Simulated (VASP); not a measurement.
```yaml
crystal:
  lattice:
    - [-2.66643, 2.66643, 2.66643]
    - [2.66643, -2.66643, 2.66643]
    - [2.66643, 2.66643, -2.66643]
  atoms:
    - { symbol: K, position: [0.00000, 0.00000, 0.00000] }
```

Level of theory: r2SCAN meta-GGA, VASP's PBE PAW potentials (set 64) (plane waves; VASP). Settings: 480 eV cut-off, 9×9×9 Γ-centred mesh, first-order Methfessel-Paxton smearing of 0.10 eV, potentials K_sv.

Problem. Predict the energy per atom (σ→0), band gap (on the k-mesh) with the smallest direct gap where there is one.

Solution. 
```json
{
 "band gap (on the k-mesh)": "none (metal, semimetal or under 0.01 eV)",
 "energy per atom (σ→0)": "-6.015 eV/atom"
}
```

The absolute energy has meaning only against runs of the same code, potentials and settings.

The compound is K in the bcc structure. It was relaxed first. The start is the result of an earlier pass.
